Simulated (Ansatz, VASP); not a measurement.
**One calculation of YNbSe4, two programs**

```
CELL_PARAMETERS angstrom
0.00000 4.04919 4.04919
4.04919 0.00000 4.04919
4.04919 4.04919 0.00000
ATOMIC_POSITIONS crystal
Y 0.00000 0.00000 0.00000
Nb 0.25000 0.25000 0.25000
Se 0.62462 0.62462 0.12614
Se 0.62462 0.12614 0.62462
Se 0.12614 0.62462 0.62462
Se 0.62462 0.62462 0.62462
```

Change from the starting cell: species swapped into the CeNdAl4 type (F-43m, No. 216).

Alike in both runs: functional PBE; k mesh 8 × 8 × 8; occupations gaussian, width 0.1 eV; collinear spin.

Ansatz relaxed the structure, and its values are those at the end. VASP's run is a single point on that final structure, the one shown.

|  | VASP | Ansatz |
| --- | --- | --- |
| version | VASP 6.6.1 | Ansatz 0.2.0 |
| potentials or method | VASP PAW PBE potentials, release 64 (Y_sv, Nb_sv, Se) | scalar-relativistic, plane waves, PAW |
| plane-wave cutoff (eV) | 520 | 420 |
| valence electrons in the cell | 48 | 88 |

|  | VASP | Ansatz | Ansatz less VASP |
| --- | --- | --- | --- |
| gap on the k mesh at the Fermi level (eV) | none | none | - |
| pressure (GPa) | 0.0 | 0.0 | +0.01 |
| net moment per atom (μB) | 0.53 | 0.53 | +0.001 |
| size of the moment on the site where the two differ most (μB) | 1.85 | 2.19 | +0.336 |

Site moments also hang on the region over which each program counts them. A gap of «none» marks a metal or a gap that the smearing closes. The functional is the same, so the differences come from potentials, cutoffs and numerics. The two sets of potentials don't hold the same shells in valence.
